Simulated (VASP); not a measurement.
Write the native input for VASP 6.6.1 that does the following.

```
Task                   : single point
Functional             : PBE
Potentials or basis    : VASP PAW PBE potentials, release 64 (Sr_sv, W_sv)
Cutoff                 : 520 eV
k mesh                 : 18 × 18 × 6
Occupations            : gaussian, width 0.1 eV
Spin                   : no spin polarisation
Dipole correction      : no
Further INCAR settings : ALGO = Fast; EDIFF = 1e-07; NBANDS = 26
```

The structure of SrW2 lies in POSCAR:

```
SrW2
1.0
    3.2687821122      0.0000000000      0.0000000000
   -1.6343910561      2.8308483486      0.0000000000
    0.0000000000      0.0000000000      7.4513464923
Sr W
1 2
Direct
    0.0000000000      0.0000000000      0.5000000000
    0.3333333333      0.6666666667      0.8873383251
    0.6666666667      0.3333333333      0.1126616749
```

The cell was built by a generator and needn't be a form met in nature.

One way to write it, as run:

INCAR

```
PREC = Accurate
ENCUT = 520
EDIFF = 1E-7
ISMEAR = 0
SIGMA = 0.1
LREAL = F
LASPH = T
NELM = 100
ALGO = Fast
ISIF = 2
LWAVE = F
LCHARG = F
GGA = PE
NBANDS = 26
```

KPOINTS

```
Automatic mesh
0
Gamma
  18 18 6
```

Potentials or basis: VASP PAW PBE potentials, release 64 (Sr_sv, W_sv).

Launch:

```bash
$ cat potpaw_PBE.64/Sr_sv/POTCAR potpaw_PBE.64/W_sv/POTCAR > POTCAR
$ mpirun -np 1 vasp_std > vasp.out
```

It gave:

```json
{
 "Pressure": "0.4 GPa",
 "Largest force": "0.068 eV/Å",
 "Band gap on the k mesh": "none (metal or under the smearing width)"
}
```

It took 7.3 min on 1 thread of Intel(R) Xeon(R) Platinum 8488C (Sapphire Rapids) (shared host), peak memory 0.43 GiB.
